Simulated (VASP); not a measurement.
PbS (rock salt):

```xyz
2
Lattice="0.0000 2.9700 2.9700 2.9700 0.0000 2.9700 2.9700 2.9700 0.0000" Properties=species:S:1:pos:R:3 pbc="T T T"
Pb     0.0000     0.0000     0.0000
S      2.9700     2.9700     2.9700
```

The highest filled band near L, direction across the valley's axis, from mBJ (TB09) with spin-orbit coupling in VASP (PAW); its two spin partners are averaged. The gap over the points computed is 0.65 eV, and the next band on that side lies 1.99 eV away at the edge.

Run with 400 eV cut-off, 9×9×9 Γ-centred mesh, Gaussian smearing of 0.050 eV, potentials Pb_d S.

```json
[
 {"distance from the edge in k (1/Å)": "0.012", "distance in energy (meV)": "4.7"},
 {"distance from the edge in k (1/Å)": "0.018", "distance in energy (meV)": "10.5"},
 {"distance from the edge in k (1/Å)": "0.025", "distance in energy (meV)": "20.1"},
 {"distance from the edge in k (1/Å)": "0.035", "distance in energy (meV)": "38.6"},
 {"distance from the edge in k (1/Å)": "0.050", "distance in energy (meV)": "75.5"},
 {"distance from the edge in k (1/Å)": "0.070", "distance in energy (meV)": "138.5"}
]
```

Q: Fit E(1 + αE) = ħ²k²/2m* (ħ²/2m0 = 3.810 eV Å²) and predict the row at 0.095 1/Å.

A: Least squares on the energies gives the hole mass m* = 0.116 m0 and α = 1.19 per eV, and so 232.7 meV. The run gave 232.2 meV, -0.5 meV from the fit.

Left out are points under 3 meV from the edge, since the levels carry 0.1 meV, and points farther than half the way to the next band.

The compound is PbS in the rock salt structure. The cell was not relaxed at this level.
